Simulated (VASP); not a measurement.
These are PBE GGA, VASP's PBE PAW potentials (set 64) (plane waves; VASP 6.6.1) values and carry that method's errors.

VASP input:

INCAR:
```
SYSTEM = Tb
PREC = Accurate
ENCUT = 300
EDIFF = 1E-6
NELM = 100
ALGO = Normal
LREAL = .FALSE.
LASPH = .TRUE.
ISMEAR = -1
SIGMA = 0.2
GGA = PE
LMAXMIX = 6
LWAVE = .FALSE.
LCHARG = .FALSE.
ISIF = 2
ISPIN = 2
MAGMOM = 6.0 6.0 6.0 6.0
LORBIT = 11
LDIPOL = .TRUE.
IDIPOL = 3
DIPOL = 0.5 0.5 0.5
```

### POSCAR
```
Tb
1.0
  3.5791780000   0.0000000000   0.0000000000
 -1.7895890000   3.0996590000   0.0000000000
  0.0000000000   0.0000000000  22.6371000000
Tb
4
direct
 -0.0029670000   0.0037210000   0.6910460000
 -0.0028240000  -0.0105750000   0.4366080000
  0.3397010000   0.6744060000   0.3091450000
  0.6660900000   0.3324480000   0.5631970000
```

**KPOINTS**
```
Automatic mesh
0
Gamma
7 7 1
0 0 0
```

POTCAR, in this order: Tb (PBE.64 set). Program: vasp_std.

What VASP printed:

OUTCAR:
```
 ion  position               nearest neighbor table
   1  0.997  0.004  0.691-   4 3.54
   2  0.997  0.989  0.437-   4 3.52   3 3.53   3 3.53   4 3.54   4 3.55
   3  0.340  0.674  0.309-   2 3.53   2 3.53
   4  0.666  0.332  0.563-   2 3.52   2 3.54   1 3.54   2 3.55
  LATTYP: Found a hexagonal cell.
 ALAT       =     3.5791780000
 C/A-ratio  =     6.3246644900
 Subroutine PRICEL returns:
 Original cell was already a primitive cell.
 Subroutine GETGRP returns: Found  1 space group operations
The static configuration has the point symmetry C_1 .
The dynamic configuration has the point symmetry C_1 .
The overall configuration has the point symmetry C_1 .
 Subroutine INISYM returns: Found  1 space group operations
 Subroutine IBZKPT returns following result:
 Found     25 irreducible k-points:

 Following reciprocal coordinates:
            Coordinates               Weight
  0.000000  0.000000  0.000000      1.000000
  0.142857  0.000000  0.000000      2.000000
  0.000000  0.142857  0.000000      2.000000
 -0.142857  0.142857  0.000000      2.000000
  0.285714  0.000000  0.000000      2.000000
  0.000000  0.285714  0.000000      2.000000
 -0.285714  0.285714  0.000000      2.000000
  0.428571  0.000000  0.000000      2.000000
  0.000000  0.428571  0.000000      2.000000
 -0.428571  0.428571  0.000000      2.000000
  0.142857  0.142857  0.000000      2.000000
 -0.142857  0.285714  0.000000      2.000000
 -0.285714  0.142857  0.000000      2.000000
  0.285714  0.142857  0.000000      2.000000
 -0.142857  0.428571  0.000000      2.000000
 -0.428571  0.285714  0.000000      2.000000
 -0.285714  0.428571  0.000000      2.000000
  0.142857  0.285714  0.000000      2.000000
  0.428571 -0.142857  0.000000      2.000000
  0.428571  0.142857  0.000000      2.000000
 -0.142857 -0.428571  0.000000      2.000000
  0.428571  0.428571  0.000000      2.000000
  0.285714  0.285714  0.000000      2.000000
 -0.285714 -0.428571  0.000000      2.000000
  0.428571  0.285714  0.000000      2.000000
   k-points           NKPTS =     25   k-points in BZ     NKDIM =     25   number of bands    NBANDS=     57
   number of dos      NEDOS =    301   number of ions     NIONS =      4
   total plane-waves  NPLWV =  51200
   dimension x,y,z NGX =    20 NGY =   20 NGZ =  128
   dimension x,y,z NGXF=    40 NGYF=   40 NGZF=  256
   ions per type =               4
   PREC   = accura    normal or accurate (medium, high low for compatibility)
   ISTART =      0    job   : 0-new  1-cont  2-samecut
   ICHARG =      2    charge: 1-file 2-atom 10-const
   ISPIN  =      2    spin polarized calculation?
   LNONCOLLINEAR =      F non collinear calculations
   LSORBIT =      F    spin-orbit coupling
   INIWAV =      1    electr: 0-lowe 1-rand  2-diag
   ENCUT  =  300.0 eV  22.05 Ry    4.70 a.u.   5.05  5.05 31.97*2*pi/ulx,y,z
   NELM   =    100;   NELMIN=  2; NELMDL= -5     # of ELM steps
   EDIFF  = 0.1E-05   stopping-criterion for ELM
   LREAL  =      F    real-space projection
   NLSPLINE    = F    spline interpolate recip. space projectors
   LMAXMIX     =    6 max onsite mixed and CHGCAR
   VOSKOWN=      0    Vosko Wilk Nusair interpolation
   EDIFFG = 0.1E-04   stopping-criterion for IOM
   NSW    =      0    number of steps for IOM
   NBLOCK =      1;   KBLOCK =      1    inner block; outer block
   IBRION =     -1    ionic relax: 0-MD 1-quasi-New 2-CG
   NFREE  =      0    steps in history (QN), initial steepest desc. (CG)
   ISIF   =      2    stress and relaxation
   ISYM   =      2    0-nonsym 1-usesym 2-fastsym
   TEIN   =    0.0    initial temperature
   TEBEG  =    0.0;   TEEND  =   0.0 temperature during run
   SMASS  =  -3.00    Nose mass-parameter (am)
...
```

**OSZICAR**
```
...
DAV:  12    -0.202037393038E+03   -0.53097E+01   -0.23800E+01  8384   0.599E+01    0.256E+02
DAV:  13    -0.187712509171E+03    0.14325E+02   -0.17251E+01  9712   0.206E+01    0.185E+02
DAV:  14    -0.835106397563E+02    0.10420E+03   -0.57439E+01  8127   0.365E+01    0.522E+02
DAV:  15    -0.879644434626E+02   -0.44538E+01   -0.39337E+01  9652   0.217E+01    0.293E+02
DAV:  16    -0.773926895143E+02    0.10572E+02   -0.49982E+01  8252   0.726E+01    0.201E+02
DAV:  17    -0.947228272629E+02   -0.17330E+02   -0.18115E+01 10609   0.166E+01    0.133E+02
DAV:  18    -0.434121247918E+02    0.51311E+02   -0.25003E+02  9027   0.573E+01    0.289E+02
DAV:  19    -0.416798821088E+02    0.17322E+01   -0.33829E+01  8777   0.241E+01    0.213E+02
DAV:  20    -0.618310374294E+02   -0.20151E+02   -0.26507E+01  9461   0.234E+01    0.141E+02
DAV:  21    -0.437794007479E+02    0.18052E+02   -0.68207E+01  7657   0.366E+01    0.769E+01
DAV:  22    -0.432668443203E+02    0.51256E+00   -0.29865E+01  9069   0.434E+01    0.547E+01
DAV:  23    -0.419960249638E+02    0.12708E+01   -0.87519E+00  8851   0.179E+01    0.556E+01
DAV:  24    -0.424508978591E+02   -0.45487E+00   -0.55837E+00  9809   0.248E+01    0.463E+01
DAV:  25    -0.489626305792E+02   -0.65117E+01   -0.96878E+00  8142   0.298E+01    0.808E+01
DAV:  26    -0.428227826575E+02    0.61398E+01   -0.90240E+00  9001   0.129E+01    0.558E+01
DAV:  27    -0.404723080906E+02    0.23505E+01   -0.14092E+01  7831   0.188E+01    0.446E+01
DAV:  28    -0.385799908901E+02    0.18923E+01   -0.26205E+00  8587   0.627E+00    0.427E+01
DAV:  29    -0.381036736265E+02    0.47632E+00   -0.14274E+00  7293   0.430E+00    0.433E+01
DAV:  30    -0.356927150914E+02    0.24110E+01   -0.23353E+00  7847   0.428E+00    0.419E+01
DAV:  31    -0.330291166747E+02    0.26636E+01   -0.30203E+00  6349   0.746E+00    0.423E+01
DAV:  32    -0.346353763879E+02   -0.16063E+01   -0.24904E+00  7776   0.835E+00    0.474E+01
DAV:  33    -0.342157982981E+02    0.41958E+00   -0.30157E-01  8991   0.233E+00    0.477E+01
DAV:  34    -0.338429785695E+02    0.37282E+00   -0.24807E-01  8822   0.303E+00    0.452E+01
DAV:  35    -0.336752364924E+02    0.16774E+00   -0.12947E+00  8015   0.487E+00    0.383E+01
DAV:  36    -0.334585808747E+02    0.21666E+00   -0.63857E-01  8441   0.356E+00    0.407E+01
DAV:  37    -0.336351959847E+02   -0.17662E+00   -0.46036E-01  8547   0.207E+00    0.382E+01
DAV:  38    -0.337880494876E+02   -0.15285E+00   -0.27489E-01  7354   0.228E+00    0.414E+01
DAV:  39    -0.333025147667E+02    0.48553E+00   -0.16423E-01  7008   0.156E+00    0.444E+01
DAV:  40    -0.334395188017E+02   -0.13700E+00   -0.89021E-02  9017   0.112E+00    0.442E+01
DAV:  41    -0.336811733731E+02   -0.24165E+00   -0.33037E-02  7789   0.814E-01    0.425E+01
DAV:  42    -0.338397464588E+02   -0.15857E+00   -0.26951E-02  8200   0.620E-01    0.410E+01
DAV:  43    -0.346695585362E+02   -0.82981E+00   -0.29561E-01  6848   0.285E+00    0.338E+01
DAV:  44    -0.347927650476E+02   -0.12321E+00   -0.45378E-01  7723   0.341E+00    0.303E+01
DAV:  45    -0.352083335661E+02   -0.41557E+00   -0.12101E-01  8743   0.152E+00    0.297E+01
DAV:  46    -0.356083848153E+02   -0.40005E+00   -0.82553E-02  8010   0.152E+00    0.286E+01
DAV:  47    -0.360656324107E+02   -0.45725E+00   -0.50829E-01  7738   0.301E+00    0.276E+01
DAV:  48    -0.364059058184E+02   -0.34027E+00   -0.13434E-01  8128   0.141E+00    0.280E+01
DAV:  49    -0.365218820851E+02   -0.11598E+00   -0.11762E-01  8965   0.114E+00    0.270E+01
DAV:  50    -0.366742754501E+02   -0.15239E+00   -0.23139E-01  7402   0.202E+00    0.297E+01
DAV:  51    -0.364620449326E+02    0.21223E+00   -0.34664E-01  7890   0.278E+00    0.303E+01
DAV:  52    -0.365662235119E+02   -0.10418E+00   -0.37719E-02  8144   0.964E-01    0.301E+01
DAV:  53    -0.366972990664E+02   -0.13108E+00   -0.27582E-02  8024   0.759E-01    0.293E+01
DAV:  54    -0.368541844774E+02   -0.15689E+00   -0.11815E-01  8145   0.169E+00    0.289E+01
DAV:  55    -0.368731978356E+02   -0.19013E-01   -0.17449E-02  8314   0.657E-01    0.288E+01
DAV:  56    -0.362944398485E+02    0.57876E+00   -0.34462E+00  7438   0.149E+01    0.300E+01
DAV:  57    -0.375615357442E+02   -0.12671E+01   -0.22630E+00  8465   0.632E+00    0.423E+01
DAV:  58    -0.379603800702E+02   -0.39884E+00   -0.35028E-01  9010   0.315E+00    0.460E+01
DAV:  59    -0.381685872915E+02   -0.20821E+00   -0.12501E-01  8654   0.172E+00    0.446E+01
DAV:  60    -0.382849497855E+02   -0.11636E+00   -0.87348E-02  8211   0.157E+00    0.440E+01
DAV:  61    -0.416179222107E+02   -0.33330E+01   -0.11882E+01  7848   0.237E+01    0.494E+01
DAV:  62    -0.402665104017E+02    0.13514E+01   -0.90398E+00  8490   0.134E+01    0.442E+01
DAV:  63    -0.395312350071E+02    0.73528E+00   -0.16384E+00  8012   0.117E+01    0.385E+01
DAV:  64    -0.396964697705E+02   -0.16523E+00   -0.17895E+00  8139   0.581E+00    0.435E+01
DAV:  65    -0.402180474642E+02   -0.52158E+00   -0.73163E-01  8667   0.952E+00    0.456E+01
DAV:  66    -0.392696090609E+02    0.94844E+00   -0.10970E+01  8172   0.164E+01    0.386E+01
DAV:  67    -0.407851782206E+02   -0.15156E+01   -0.10465E+01  8697   0.215E+01    0.475E+01
DAV:  68    -0.413741925093E+02   -0.58901E+00   -0.16287E+00  8223   0.113E+01    0.566E+01
DAV:  69    -0.415399681266E+02   -0.16578E+00   -0.29922E-01  9224   0.427E+00    0.554E+01
DAV:  70    -0.405175558896E+02    0.10224E+01   -0.47863E-01  8958   0.601E+00    0.490E+01
DAV:  71    -0.389686416534E+02    0.15489E+01   -0.48255E+00  6950   0.147E+01    0.364E+01
DAV:  72    -0.387964453027E+02    0.17220E+00   -0.17587E+00  8787   0.703E+00    0.292E+01
DAV:  73    -0.389940669156E+02   -0.19762E+00   -0.93555E-01  8738   0.535E+00    0.290E+01
DAV:  74    -0.388233448558E+02    0.17072E+00   -0.29325E-01  8969   0.283E+00    0.253E+01
DAV:  75    -0.389575565209E+02   -0.13421E+00   -0.24552E-01  8596   0.284E+00    0.261E+01
DAV:  76    -0.391197407705E+02   -0.16218E+00   -0.31211E-01  8870   0.458E+00    0.279E+01
DAV:  77    -0.389351297033E+02    0.18461E+00   -0.13554E-01  9666   0.303E+00    0.275E+01
DAV:  78    -0.389267101256E+02    0.84196E-02   -0.36544E-02  9816   0.144E+00    0.276E+01
DAV:  79    -0.389159136995E+02    0.10796E-01   -0.14818E-02 10298   0.864E-01    0.276E+01
DAV:  80    -0.389118546544E+02    0.40590E-02   -0.22194E-02 10109   0.114E+00    0.273E+01
DAV:  81    -0.386374275664E+02    0.27443E+00   -0.47238E-01  8905   0.576E+00    0.266E+01
DAV:  82    -0.383440756981E+02    0.29335E+00   -0.13632E-01  9466   0.288E+00    0.241E+01
DAV:  83    -0.380756258498E+02    0.26845E+00   -0.97808E-02  9437   0.342E+00    0.208E+01
DAV:  84    -0.380006383547E+02    0.74987E-01   -0.32781E-02  9792   0.127E+00    0.196E+01
DAV:  85    -0.379783513079E+02    0.22287E-01   -0.11425E-02 10360   0.498E-01    0.192E+01
DAV:  86    -0.373519737280E+02    0.62638E+00   -0.49730E-01  8674   0.579E+00    0.108E+01
DAV:  87    -0.378925221423E+02   -0.54055E+00   -0.18412E-01  8081   0.604E+00    0.139E+01
DAV:  88    -0.380960067719E+02   -0.20348E+00   -0.71282E-02  8576   0.217E+00    0.167E+01
DAV:  89    -0.381329119914E+02   -0.36905E-01   -0.70116E-02  9303   0.230E+00    0.171E+01
DAV:  90    -0.381703425304E+02   -0.37431E-01   -0.49522E-02  8437   0.144E+00    0.178E+01
DAV:  91    -0.383437385852E+02   -0.17340E+00   -0.33618E-01  8441   0.552E+00    0.191E+01
DAV:  92    -0.383681336184E+02   -0.24395E-01   -0.30842E-02  9658   0.138E+00    0.188E+01
DAV:  93    -0.383245625944E+02    0.43571E-01   -0.14229E-02  9456   0.135E+00    0.183E+01
DAV:  94    -0.380822937990E+02    0.24227E+00   -0.74234E-02  8917   0.404E+00    0.153E+01
DAV:  95    -0.380134344101E+02    0.68859E-01   -0.53995E-02  8923   0.340E+00    0.134E+01
DAV:  96    -0.378086802582E+02    0.20475E+00   -0.38877E-01  8556   0.856E+00    0.114E+01
DAV:  97    -0.380065018845E+02   -0.19782E+00   -0.11377E-01  9318   0.285E+00    0.111E+01
DAV:  98    -0.380638062644E+02   -0.57304E-01   -0.47749E-02  9215   0.267E+00    0.106E+01
DAV:  99    -0.381044605263E+02   -0.40654E-01   -0.57268E-02  8915   0.210E+00    0.108E+01
DAV: 100    -0.381179314838E+02   -0.13471E-01   -0.54685E-02  8958   0.320E+00
   1 F= -.38117931E+02 E0= -.36742903E+02  d E =-.275006E+01  mag=    24.5717
```

OUTCAR:
```
------------------------ aborting loop EDIFF was not reached (unconverged)  ----------------------------
  FORCE on cell =-STRESS in cart. coord.  units (eV):
  Direction    XX          YY          ZZ          XY          YZ          ZX
  --------------------------------------------------------------------------------------
  Total       -1.6375889     -0.7866857    -31.4427903     -0.1110739     -0.3631354      0.7978638
  in kB      -10.4471412     -5.0187302   -200.5920223     -0.7086056     -2.3166537      5.0900414
  external PRESSURE =     -72.0192979 kB  Pullay stress =       0.0000000 kB
  volume of cell :      251.14
      direct lattice vectors                 reciprocal lattice vectors
     3.579178000  0.000000000  0.000000000     0.279393760  0.161308066  0.000000000
    -1.789589000  3.099659000  0.000000000     0.000000000  0.322616133  0.000000000
     0.000000000  0.000000000 22.637100000     0.000000000  0.000000000  0.044175270
 POSITION                                       TOTAL-FORCE (eV/Angst)
 -----------------------------------------------------------------------------------
      3.56190      0.01153     15.64328         0.001923     -0.000133      0.035852
      1.79841      3.06688      9.88354        -0.005100      0.036340     -0.235310
      0.00894      2.09043      6.99815         0.011798     -0.037663      0.107911
      1.78911      1.03048     12.74915        -0.008621      0.001456      0.091546
 -----------------------------------------------------------------------------------
    total drift:                                0.009057     -0.018608     -0.817398
  FREE ENERGIE OF THE ION-ELECTRON SYSTEM (eV)
  ---------------------------------------------------
  free  energy   TOTEN  =       -38.1179314838 eV

  energy  without entropy=      -35.3678745850  energy(sigma->0) =      -36.74290303

 total charge

# of ion       s       p       d       f       tot
--------------------------------------------------
    1        2.086   5.573   0.436   7.633  15.728
    2        2.085   5.584   0.535   7.910  16.113
    3        2.088   5.580   0.506   8.702  16.877
    4        2.085   5.584   0.521   8.213  16.404
--------------------------------------------------
tot          8.344  22.321   1.999  32.457  65.122

 magnetization (x)

# of ion       s       p       d       f       tot
--------------------------------------------------
    1        0.005  -0.039   0.127   6.160   6.253
    2        0.001  -0.030   0.124   5.887   5.983
    3        0.005  -0.031   0.171   5.091   5.235
    4        0.002  -0.026   0.143   5.589   5.708
--------------------------------------------------
tot          0.013  -0.126   0.565  22.727  23.179
```
(Selected blocks of OUTCAR.)

**stdout**
```
...
DAV:  81    -0.386374275664E+02    0.27443E+00   -0.47238E-01  8905   0.576E+00    0.266E+01
DAV:  82    -0.383440756981E+02    0.29335E+00   -0.13632E-01  9466   0.288E+00    0.241E+01
DAV:  83    -0.380756258498E+02    0.26845E+00   -0.97808E-02  9437   0.342E+00    0.208E+01
DAV:  84    -0.380006383547E+02    0.74987E-01   -0.32781E-02  9792   0.127E+00    0.196E+01
DAV:  85    -0.379783513079E+02    0.22287E-01   -0.11425E-02 10360   0.498E-01    0.192E+01
DAV:  86    -0.373519737280E+02    0.62638E+00   -0.49730E-01  8674   0.579E+00    0.108E+01
DAV:  87    -0.378925221423E+02   -0.54055E+00   -0.18412E-01  8081   0.604E+00    0.139E+01
DAV:  88    -0.380960067719E+02   -0.20348E+00   -0.71282E-02  8576   0.217E+00    0.167E+01
DAV:  89    -0.381329119914E+02   -0.36905E-01   -0.70116E-02  9303   0.230E+00    0.171E+01
DAV:  90    -0.381703425304E+02   -0.37431E-01   -0.49522E-02  8437   0.144E+00    0.178E+01
DAV:  91    -0.383437385852E+02   -0.17340E+00   -0.33618E-01  8441   0.552E+00    0.191E+01
DAV:  92    -0.383681336184E+02   -0.24395E-01   -0.30842E-02  9658   0.138E+00    0.188E+01
DAV:  93    -0.383245625944E+02    0.43571E-01   -0.14229E-02  9456   0.135E+00    0.183E+01
DAV:  94    -0.380822937990E+02    0.24227E+00   -0.74234E-02  8917   0.404E+00    0.153E+01
DAV:  95    -0.380134344101E+02    0.68859E-01   -0.53995E-02  8923   0.340E+00    0.134E+01
DAV:  96    -0.378086802582E+02    0.20475E+00   -0.38877E-01  8556   0.856E+00    0.114E+01
DAV:  97    -0.380065018845E+02   -0.19782E+00   -0.11377E-01  9318   0.285E+00    0.111E+01
DAV:  98    -0.380638062644E+02   -0.57304E-01   -0.47749E-02  9215   0.267E+00    0.106E+01
DAV:  99    -0.381044605263E+02   -0.40654E-01   -0.57268E-02  8915   0.210E+00    0.108E+01
DAV: 100    -0.381179314838E+02   -0.13471E-01   -0.54685E-02  8958   0.320E+00

 -----------------------------------------------------------------------------
|                                                                             |
|           W    W    AA    RRRRR   N    N  II  N    N   GGGG   !!!           |
|           W    W   A  A   R    R  NN   N  II  NN   N  G    G  !!!           |
|           W    W  A    A  R    R  N N  N  II  N N  N  G       !!!           |
|           W WW W  AAAAAA  RRRRR   N  N N  II  N  N N  G  GGG   !            |
|           WW  WW  A    A  R   R   N   NN  II  N   NN  G    G                |
|           W    W  A    A  R    R  N    N  II  N    N   GGGG   !!!           |
|                                                                             |
|     The electronic self-consistency was not achieved in the given           |
|     number of steps (NELM). The forces and other quantities evaluated       |
|     might not be reliable so examine the results carefully. If you find     |
|     spurious results, we suggest increasing NELM, if you were close to      |
|     convergence or switching to a different ALGO or adjusting the           |
|     density mixing parameters otherwise.                                    |
|                                                                             |
 -----------------------------------------------------------------------------

   1 F= -.38117931E+02 E0= -.36742903E+02  d E =-.275006E+01  mag=    24.5717
```

The run did not converge; its last values are not results.

At this cut-off the stress carries a Pulay error, which pulls relaxed volumes low. The cell holds a wide vacuum, so values per volume refer to the whole cell.

The cell is a sheet with vacuum, built from a generated structure.
